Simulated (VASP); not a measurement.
Here is the system:

```yaml
crystal:
  lattice:
    - [0.00000, 1.96499, 1.96499]
    - [1.96499, 0.00000, 1.96499]
    - [1.96499, 1.96499, 0.00000]
  atoms:
    - { symbol: Li, position: [0.00000, 0.00000, 0.00000] }
    - { symbol: F, position: [0.50000, 0.50000, 0.50000] }
```

These are HSEsol screened hybrid, VASP's PBE PAW potentials (set 64) (plane waves; VASP) values and carry that method's errors. Numerical set-up: 520 eV cut-off, 8×8×8 Γ-centred mesh, Gaussian smearing of 0.050 eV, potentials Li_sv F.

### Question
Give the stress tensor in GPa (positive for a compressed cell).

### Answer

```
2.26  0.00  0.00
0.00  2.26  0.00
0.00  0.00  2.26
```
The pressure is its mean diagonal, 2.26 GPa.

The compound is LiF in the rock salt structure. This cell is one point of a volume scan, at 0.91 of the reference volume. The cell's shape comes from a PBE relaxation.
